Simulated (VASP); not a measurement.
Data:

```
WS2
1.0
    1.57967    -2.73607     0.00000
    1.57967     2.73607     0.00000
    0.00000     0.00000    12.29872
W S
2 4
Direct
  0.33333   0.66667   0.25000
  0.66667   0.33333   0.75000
  0.33333   0.66667   0.87840
  0.66667   0.33333   0.37840
  0.66667   0.33333   0.12160
  0.33333   0.66667   0.62160
```

Method: LDA (Ceperley-Alder, Perdew-Zunger), VASP's LDA PAW potentials (set 64) (plane waves; VASP). Numerical set-up: 520 eV cut-off, 8×8×2 Γ-centred mesh, Gaussian smearing of 0.050 eV, potentials W_sv S.

Q: The ions and cell shape at fixed volume are relaxed. Which structure does the run end with?

A: 
```
WS2
1.0
    1.56920    -2.71794     0.00000
    1.56920     2.71794     0.00000
    0.00000     0.00000    12.46331
W S
2 4
Direct
  0.33333   0.66667   0.25000
  0.66667   0.33333   0.75000
  0.33333   0.66667   0.87527
  0.66667   0.33333   0.37527
  0.66667   0.33333   0.12473
  0.33333   0.66667   0.62473
```
Space group P6_3/mmc (194), at a tolerance of 0.03 Å.

Q: How much energy does the relaxation gain?

A: The energy (σ→0) changes by -6.2 meV/atom, in 7 ionic steps.

The compound is WS2 in the 2H layered structure. This cell is one point of a volume scan, at 1.03 of the reference volume. Symmetry was kept, so distortions that lower it aren't found.
